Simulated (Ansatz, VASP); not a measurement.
# Cross-check of Si25B6O59 (amorphous 89SiO2-11B2O3 (mol %)) between VASP and Ansatz

Wanted: the spread between two codes on one cell, functional and k mesh. The structure shown is the start of the Ansatz relaxation below; VASP solves that cell, so the two are compared at the walk's first step.

Method: plane waves, with VASP 6.6.1 beside it; single point at PBE, in Ansatz 0.2.0.

## Step 1: Set-up

The cell holds 90 atoms: 25 Si, 6 B and 59 O. Its edges and angles: a = 10.979 Å, b = 10.979 Å, c = 10.979 Å, α = 90.0°, β = 90.0°, γ = 90.0°. As first built, before any earlier steps moved the atoms (in the runner's words): 90 atoms (25 Si, 6 B, 59 O) placed at random at 2.15 g/cm^3, melted at 4000 K for 10 ps at fixed volume with the Buckingham and Coulomb pair potential of Guillot and Sator (Geochim. Cosmochim. Acta 71, 1249 (2007)) with the boron terms of Wang et al. (J. Non-Cryst. Solids 498, 294 (2018)). Quenched from 4000 K to 300 K at 100 K/ps and fixed volume, held 5 ps, then minimised at fixed cell.

## Step 2: Ansatz: relaxation, PBE

Ansatz runs on its default PAW (the set named soft_2) files.

The two programs are compared at the cell with which this relaxation starts, whose forces are those of its first step.

File input.yaml:

```yaml
crystal:
  lattice:
    - [10.9787, 0.0, 0.0]
    - [0.0, 10.9787, 0.0]
    - [0.0, 0.0, 10.9787]
  atoms:
    - { symbol: Si, position: [0.77147, 0.4266, 0.26824] }
    - { symbol: Si, position: [0.71287, 0.87954, 0.14645] }
    - { symbol: Si, position: [0.27414, 0.64864, 0.91455] }
    - { symbol: Si, position: [0.54686, 0.93002, 0.38228] }
    - { symbol: Si, position: [0.73204, 0.40999, 0.73966] }
    - { symbol: Si, position: [0.34136, 0.7535, 0.2806] }
    - { symbol: Si, position: [0.55804, 0.16975, 0.71877] }
    - { symbol: Si, position: [0.38614, 0.10417, 0.49498] }
    - { symbol: Si, position: [0.21274, 0.61802, 0.47615] }
    - { symbol: Si, position: [0.23111, 0.88682, 0.61312] }
    - { symbol: Si, position: [0.90167, 0.64935, 0.15551] }
    - { symbol: Si, position: [0.07374, 0.83366, 0.25244] }
    - { symbol: Si, position: [0.33553, 0.47826, 0.69172] }
    - { symbol: Si, position: [0.9607, 0.71139, 0.47288] }
    - { symbol: Si, position: [0.61864, 0.89392, 0.66772] }
    - { symbol: Si, position: [0.37411, 0.40987, 0.05068] }
    - { symbol: Si, position: [0.99567, 0.65903, 0.89392] }
    - { symbol: Si, position: [0.05437, 0.1721, 0.86377] }
    - { symbol: Si, position: [0.70648, 0.6501, 0.56891] }
    - { symbol: Si, position: [0.6358, 0.47184, 0.00682] }
    - { symbol: Si, position: [0.93548, 0.20135, 0.36843] }
    - { symbol: Si, position: [0.31472, 0.23606, 0.85364] }
    - { symbol: Si, position: [0.94123, 0.04667, 0.11107] }
    - { symbol: Si, position: [0.49795, 0.73544, 0.03227] }
    - { symbol: Si, position: [0.97287, 0.04241, 0.61608] }
    - { symbol: B, position: [0.19492, 0.27574, 0.40685] }
    - { symbol: B, position: [0.5666, 0.52171, 0.4239] }
    - { symbol: B, position: [0.9811, 0.41028, 0.80524] }
    - { symbol: B, position: [0.36354, 0.43164, 0.31984] }
    - { symbol: B, position: [0.91912, 0.81799, 0.70715] }
    - { symbol: B, position: [0.39025, 0.81748, 0.80334] }
    - { symbol: O, position: [0.44696, 0.8228, 0.35672] }
    - { symbol: O, position: [0.81651, 0.67649, 0.46951] }
    - { symbol: O, position: [0.25591, 0.37563, 0.35756] }
    - { symbol: O, position: [0.48134, 0.48161, 0.69144] }
    - { symbol: O, position: [0.40437, 0.72973, 0.14782] }
    - { symbol: O, position: [0.30308, 0.29495, 0.99096] }
    - { symbol: O, position: [0.33531, 0.9781, 0.55795] }
    - { symbol: O, position: [0.83493, 0.30843, 0.33484] }
    - { symbol: O, position: [0.93075, 0.77467, 0.82569] }
    - { symbol: O, position: [0.22741, 0.75654, 0.53861] }
    - { symbol: O, position: [0.59769, 0.84308, 0.05625] }
    - { symbol: O, position: [0.00899, 0.53385, 0.8134] }
    - { symbol: O, position: [0.13611, 0.69528, 0.93364] }
    - { symbol: O, position: [0.07037, 0.26111, 0.39203] }
    - { symbol: O, position: [0.49759, 0.84269, 0.74247] }
    - { symbol: O, position: [0.8784, 0.37353, 0.74096] }
    - { symbol: O, position: [0.31355, 0.53794, 0.00348] }
    - { symbol: O, position: [0.03504, 0.70307, 0.1927] }
    - { symbol: O, position: [0.79831, 0.75742, 0.16889] }
    - { symbol: O, position: [0.99359, 0.13104, 0.73394] }
    - { symbol: O, position: [0.97356, 0.74626, 0.61721] }
    - { symbol: O, position: [0.50989, 0.39472, 0.99187] }
    - { symbol: O, position: [0.46913, 0.05811, 0.3797] }
    - { symbol: O, position: [0.39074, 0.42573, 0.19594] }
    - { symbol: O, position: [0.22011, 0.83959, 0.27114] }
    - { symbol: O, position: [0.39389, 0.75244, 0.91538] }
    - { symbol: O, position: [0.71092, 0.46047, 0.88015] }
    - { symbol: O, position: [0.44837, 0.1771, 0.82244] }
    - { symbol: O, position: [0.70394, 0.76802, 0.66201] }
    - { symbol: O, position: [0.10412, 0.96599, 0.60294] }
    - { symbol: O, position: [0.65068, 0.91977, 0.27632] }
    - { symbol: O, position: [0.62694, 0.03513, 0.72156] }
    - { symbol: O, position: [0.26746, 0.18563, 0.45978] }
    - { symbol: O, position: [0.29144, 0.59194, 0.78014] }
    - { symbol: O, position: [0.2004, 0.14099, 0.84646] }
    - { symbol: O, position: [0.93997, 0.12755, 0.2373] }
    - { symbol: O, position: [0.06656, 0.61008, 0.44834] }
    - { symbol: O, position: [0.99302, 0.11139, 0.98644] }
    - { symbol: O, position: [0.5979, 0.91636, 0.5208] }
    - { symbol: O, position: [0.27912, 0.85092, 0.75214] }
    - { symbol: O, position: [0.5812, 0.62827, 0.49121] }
    - { symbol: O, position: [0.70566, 0.42294, 0.13043] }
    - { symbol: O, position: [0.29518, 0.34889, 0.75639] }
    - { symbol: O, position: [0.28938, 0.6316, 0.3481] }
    - { symbol: O, position: [0.26147, 0.51363, 0.5678] }
    - { symbol: O, position: [0.73131, 0.5245, 0.6435] }
    - { symbol: O, position: [0.02949, 0.93361, 0.15345] }
    - { symbol: O, position: [0.45599, 0.46445, 0.40103] }
    - { symbol: O, position: [0.99802, 0.82594, 0.38228] }
    - { symbol: O, position: [0.88341, 0.93432, 0.6708] }
    - { symbol: O, position: [0.47752, 0.16962, 0.59175] }
    - { symbol: O, position: [0.65336, 0.28373, 0.72295] }
    - { symbol: O, position: [0.9127, 0.61957, 0.01093] }
    - { symbol: O, position: [0.92524, 0.10919, 0.48997] }
    - { symbol: O, position: [0.87175, 0.53375, 0.24133] }
    - { symbol: O, position: [0.80525, 0.98479, 0.09589] }
    - { symbol: O, position: [0.66825, 0.47775, 0.3618] }
    - { symbol: O, position: [0.57922, 0.61141, 0.02254] }
    - { symbol: O, position: [0.04498, 0.32166, 0.86986] }
kpoints:
  mp_grid: { grid: [1, 1, 1] }
hamiltonian:
  xc: pbe
scf:
  occupations: { method: fermi_dirac, width: 0.025 }
output:
  forces: true
relax:
  f_tol: 0.04
  max_steps: 250
  cell: {}
```

On the command line:

```sh
$ ansatz run input.yaml --threads 4 --pin off --max-ram 8192MiB --backend cpu --events-out ev --progress --plain --runs-dir out
```

Numbers of over 12 decimals in the logs are rounded to 6 here.

The log of the run:

```text
Engine: ansatz 0.2.0, x86_64-unknown-linux-gnu
Pseudopotentials: kind: paw
Pseudopotential: Si, paw, valence charge 4, recommended cutoff 420 eV (normal), Si.paw.azcp
Pseudopotential: B, paw, valence charge 3, recommended cutoff 420 eV (normal), B.paw.azcp
Pseudopotential: O, paw, valence charge 6, recommended cutoff 420 eV (normal), O.paw.azcp
Functional definition: PBE
  parameter kappa = 0.804
  parameter beta = 0.066725
  exchange = pbe_x(kappa = kappa, mu = beta*pi^2/3)
  correlation = pbe_c(beta = beta)
Crystal: 90 atoms, lattice volume = 1323.283 Å³
Basis set: ecut = 420 eV, 25725 PW (Γ), exchange–correlation on 150×150×150 points (8 copies of the dense FFT grid, shifted against one another)
Bands: 326, of which v1, the nominal top of the filled ones, is band 236 counted from 1 (235 counted from 0)
Symmetry: 1 space group operations
Space group: P1 (ITA 1), of the structure as read, at distance tolerance 1.1e-4 Å
k-points: 1
Non-local potential: Si, projectors of the file, l = 0: 2, l = 1: 2, l = 2: 2
Non-local potential: B, projectors of the file, l = 0: 2, l = 1: 2, l = 2: 1
Non-local potential: O, projectors of the file, l = 0: 2, l = 1: 2, l = 2: 1
PAW form: soft (Blöchl's): semilocal exchange-correlation on the pseudo side does not see the compensation charge
PAW one-centre angular grid: Si, 110 points (default); XC on 64 Gauss nodes
PAW one-centre angular grid: B, 110 points (default); XC on 64 Gauss nodes
PAW one-centre angular grid: O, 110 points (default); XC on 64 Gauss nodes
Initial density: superposition of atomic densities (neutral atoms: chi_scale 0, normalization atom), corrected by the library's trained network
Initial wavefunctions: pseudopotential atomic-orbital guess
Functional: x = pbe(κ = 0.804, μ = 0.219515), c = pbe(β = 0.066725)
SCF iter   1: F=—  HF=-50394.367057 eV  |F-HF|=—  |Δ(HF+E_count)|=         —  Δρ=3.93e-3  dr2=4.23e-1  ethr=1.77e-3  ⟨swp⟩=7.0  Hψ=1503  notcnv=0  defer=78
preconditioner: auto → Resta (q_TF=auto, 2.298 Å⁻¹)  ε∞=2.9  [insulator: Δε(μ)=2.622 eV  Ē_g=16.026 eV  σ=0.025 eV  W_gap=1.00  n_scr=256 (ndim 8)  ℏωp=22.2 eV  f_vac=0.246  D(μ)=0.00/eV (n_scr^D=0)  ε∞_Penn≈2.9]
SCF iter   2: F=—  HF=-50394.262320 eV  |F-HF|=—  |Δ(HF+E_count)|=   1.05e-1  Δρ=2.32e-3  dr2=9.53e-2  ethr=8.97e-5  ⟨swp⟩=3.0  Hψ=561  notcnv=0  defer=86
SCF iter   3: F=—  HF=-50394.241497 eV  |F-HF|=—  |Δ(HF+E_count)|=   2.08e-2  Δρ=8.90e-4  dr2=3.26e-2  ethr=2.02e-5  ⟨swp⟩=2.0  Hψ=557  notcnv=0  defer=86
SCF iter   4: F=—  HF=-50394.231565 eV  |F-HF|=—  |Δ(HF+E_count)|=   9.93e-3  Δρ=4.74e-4  dr2=3.13e-3  ethr=6.91e-6  ⟨swp⟩=2.0  Hψ=423  notcnv=0  defer=86
SCF iter   5: F=—  HF=-50394.231216 eV  |F-HF|=—  |Δ(HF+E_count)|=   3.49e-4  Δρ=2.19e-4  dr2=5.73e-4  ethr=6.64e-7  ⟨swp⟩=2.0  Hψ=611  notcnv=0  defer=86
SCF iter   6: F=—  HF=-50394.231212 eV  |F-HF|=—  |Δ(HF+E_count)|=   4.66e-6  Δρ=4.97e-5  dr2=3.43e-5  ethr=1.21e-7  ⟨swp⟩=2.0  Hψ=476  notcnv=0  defer=86
SCF iter   7: F=—  HF=-50394.229502 eV  |F-HF|=—  |Δ(HF+E_count)|=   1.71e-3  Δρ=3.23e-5  dr2=1.10e-5  ethr=7.28e-9  ⟨swp⟩=2.0  Hψ=475  notcnv=0  defer=86
SCF iter   8: F=—  HF=-50394.229501 eV  |F-HF|=—  |Δ(HF+E_count)|=   1.08e-6  Δρ=7.44e-6  dr2=7.86e-7  ethr=2.33e-9  ⟨swp⟩=2.0  Hψ=476  notcnv=0  defer=86
SCF iter   9: F=—  HF=-50394.229501 eV  |F-HF|=—  |Δ(HF+E_count)|=   2.51e-7  Δρ=2.88e-6  dr2=1.02e-7  ethr=1.67e-10  ⟨swp⟩=2.0  Hψ=418  notcnv=0  defer=86
SCF iter  10: F=-50394.229501 eV  HF=-50394.229501 eV  |F-HF|=2.61e-8  |Δ(HF+E_count)|=   3.81e-9  Δρ=1.85e-6  dr2=3.59e-8  ethr=2.12e-11  ⟨swp⟩=4.0  Hψ=970  notcnv=0
SCF 1 converged in 10 iterations: F = -50394.229501 eV  dr2 = 3.59e-8
  greatest PAW one-centre occupation: 0.865 electrons in one spin orbital (limit 2), on the O atom at site 34 (counted from 0), in its partial waves of l = 0
relax step   1: F+E_penalty+E_count = -50394.22950115 eV  Δ(F+E_penalty+E_count) = +0.000e0 eV  max|allowed force component| = 4.475e0 eV/Å  Δτ_max = 0.0000 Å  P = -3.725 GPa  Ω = 1323.283 Å³  (10 SCF iters, dr2 threshold 1.00e-7 eV, accepted)
Crystal: 90 atoms, lattice volume = 1305.689 Å³
Basis set: ecut = 420 eV, 25515 PW (Γ), exchange–correlation on 150×150×150 points (8 copies of the dense FFT grid, shifted against one another)
Initial density: handed on by an earlier stage of this run
Initial wavefunctions: those handed on with the density
iter 1 solved again at ethr=1.71e-4 eV; its pass at ethr=3.10e-3 eV (dr2=8.08e-1 eV) is discarded
SCF iter   1: F=—  HF=-50396.870364 eV  |F-HF|=—  |Δ(HF+E_count)|=         —  Δρ=1.01e-2  dr2=8.07e-1  ethr=1.71e-4  ⟨swp⟩=5.0  Hψ=1768  notcnv=0
preconditioner: auto → Resta (q_TF=auto, 2.303 Å⁻¹)  ε∞=2.9  [insulator: Δε(μ)=2.128 eV  Ē_g=16.206 eV  σ=0.025 eV  W_gap=1.00  n_scr=254 (ndim 8)  ℏωp=22.3 eV  f_vac=0.238  D(μ)=0.00/eV (n_scr^D=0)  ε∞_Penn≈2.9]
[...]
atom  77  O      0.00252776    -0.00568030    -0.01449516
  atom  78  O     -0.00217602     0.00165159     0.00404784
  atom  79  O      0.02122197     0.00142759    -0.00524667
  atom  80  O      0.00178433     0.00276829    -0.00491347
  atom  81  O     -0.00041995     0.00157215    -0.00708482
  atom  82  O     -0.00580480    -0.00569633     0.00280894
  atom  83  O      0.00309599    -0.00062991     0.00157383
  atom  84  O      0.00332222    -0.00934335    -0.00176823
  atom  85  O      0.00142924    -0.01263142    -0.00767362
  atom  86  O     -0.00366942    -0.00591075     0.01396299
  atom  87  O     -0.00215779     0.01539914    -0.00348466
  atom  88  O     -0.01935969     0.02741030     0.02178510
  atom  89  O      0.00788578     0.00511630    -0.01859224
  atom  90  O      0.01661260     0.02646084    -0.02122887
  max |Σ_I F_I| component: 1.81e-5 eV/Å
--- Stress (GPa, compression-positive) ---
       -0.024853      -0.017350      -0.001162
       -0.017356       0.001675      -0.002711
       -0.001160      -0.002712      -0.007860
  P = ⅓ Tr σ = -0.0103 GPa (-0.103 kbar)
--- Relaxed structure (19 steps of the walk, 15 accepted, 2 SCFs on fresh bases) ---
  F+E_penalty+E_count = -50399.27937314 eV   max|allowed force component| = 3.255e-2 eV/Å   (the final SCF, on the basis selected at the relaxed cell)
  cell:  # Å, volume = 1256.4694 Å³
    - [10.744131, 0.164580, -0.157168]
    - [0.164580, 10.785194, 0.473621]
    - [-0.157168, 0.473621, 10.868930]
  atoms:
    - { symbol: Si, position: [0.774372, 0.435671, 0.254881] }
    - { symbol: Si, position: [0.703609, 0.893658, 0.143485] }
    - { symbol: Si, position: [0.276374, 0.613975, 0.923694] }
    - { symbol: Si, position: [0.543215, 0.947744, 0.373143] }
    - { symbol: Si, position: [0.683206, 0.409225, 0.744203] }
    - { symbol: Si, position: [0.336912, 0.769101, 0.284831] }
    - { symbol: Si, position: [0.548082, 0.147574, 0.725233] }
    - { symbol: Si, position: [0.388764, 0.111359, 0.492361] }
    - { symbol: Si, position: [0.226266, 0.629241, 0.502354] }
    - { symbol: Si, position: [0.240860, 0.896205, 0.619123] }
    - { symbol: Si, position: [0.902721, 0.662122, 0.151764] }
    - { symbol: Si, position: [0.067812, 0.838132, 0.243950] }
    - { symbol: Si, position: [0.375798, 0.467161, 0.709783] }
    - { symbol: Si, position: [0.970383, 0.717354, 0.483841] }
    - { symbol: Si, position: [0.606119, 0.876171, 0.659767] }
    - { symbol: Si, position: [0.387052, 0.377257, 0.067689] }
    - { symbol: Si, position: [0.983971, 0.651978, 0.886101] }
    - { symbol: Si, position: [0.045607, 0.186858, 0.851803] }
    - { symbol: Si, position: [0.710657, 0.639101, 0.558865] }
    - { symbol: Si, position: [0.634482, 0.474167, 0.00554701] }
    - { symbol: Si, position: [0.942910, 0.210581, 0.345809] }
    - { symbol: Si, position: [0.320459, 0.217979, 0.868893] }
    - { symbol: Si, position: [0.920478, 0.061492, 0.099263] }
    - { symbol: Si, position: [0.498067, 0.732601, 0.055526] }
    - { symbol: Si, position: [0.981420, 0.055741, 0.611288] }
    - { symbol: B, position: [0.198118, 0.281580, 0.381125] }
    - { symbol: B, position: [0.568072, 0.526157, 0.399492] }
    - { symbol: B, position: [0.940547, 0.411798, 0.811950] }
    - { symbol: B, position: [0.382221, 0.407846, 0.323410] }
    - { symbol: B, position: [0.930203, 0.831726, 0.702685] }
    - { symbol: B, position: [0.389913, 0.811408, 0.808355] }
    - { symbol: O, position: [0.441019, 0.846089, 0.349049] }
    - { symbol: O, position: [0.827556, 0.674963, 0.468120] }
    - { symbol: O, position: [0.260627, 0.387872, 0.353403] }
    - { symbol: O, position: [0.522737, 0.457867, 0.700475] }
    - { symbol: O, position: [0.401505, 0.715145, 0.165417] }
    - { symbol: O, position: [0.321038, 0.259428, 1.012594] }
    - { symbol: O, position: [0.352705, 0.976867, 0.560739] }
    - { symbol: O, position: [0.829567, 0.314671, 0.339909] }
    - { symbol: O, position: [0.932641, 0.789545, 0.825230] }
    - { symbol: O, position: [0.239229, 0.763386, 0.561671] }
    - { symbol: O, position: [0.581448, 0.855661, 0.057310] }
    - { symbol: O, position: [-0.041170, 0.540196, 0.801232] }
    - { symbol: O, position: [0.135015, 0.665517, 0.920141] }
    - { symbol: O, position: [0.075984, 0.278485, 0.344352] }
    - { symbol: O, position: [0.497235, 0.812240, 0.749856] }
    - { symbol: O, position: [0.836601, 0.354791, 0.782355] }
    - { symbol: O, position: [0.304703, 0.509792, 0.036975] }
    - { symbol: O, position: [0.041538, 0.706161, 0.188205] }
    - { symbol: O, position: [0.794283, 0.769487, 0.169754] }
    - { symbol: O, position: [0.993058, 0.151769, 0.716893] }
    - { symbol: O, position: [0.985927, 0.757584, 0.623722] }
    - { symbol: O, position: [0.516218, 0.384834, 0.996267] }
    - { symbol: O, position: [0.472710, 0.084956, 0.372159] }
    - { symbol: O, position: [0.421515, 0.367356, 0.213940] }
[...]
- { symbol: O, position: [0.642738, 0.257185, 0.745082] }
    - { symbol: O, position: [0.905054, 0.627117, 0.010409] }
    - { symbol: O, position: [0.935574, 0.120675, 0.475260] }
    - { symbol: O, position: [0.881011, 0.538982, 0.242454] }
    - { symbol: O, position: [0.780028, 1.007660, 0.076442] }
    - { symbol: O, position: [0.657500, 0.490232, 0.323529] }
    - { symbol: O, position: [0.584664, 0.611009, 0.046377] }
    - { symbol: O, position: [0.044356, 0.337997, 0.855674] }
```

(Continued in part 2 of 2.)

[Lines on the potential files, build, host, timing and source positions are cut from VASP's logs without a mark.]

[Logs are printed without paths, hosts, clocks, repeated set-up lines and the standing remarks that a program may print on its own settings, such as how far it seeks lower states.]

[Hosts, paths, dates, database ids (printed as entryN), source tags and the programs' standing remarks are cut or masked in the printed files.]
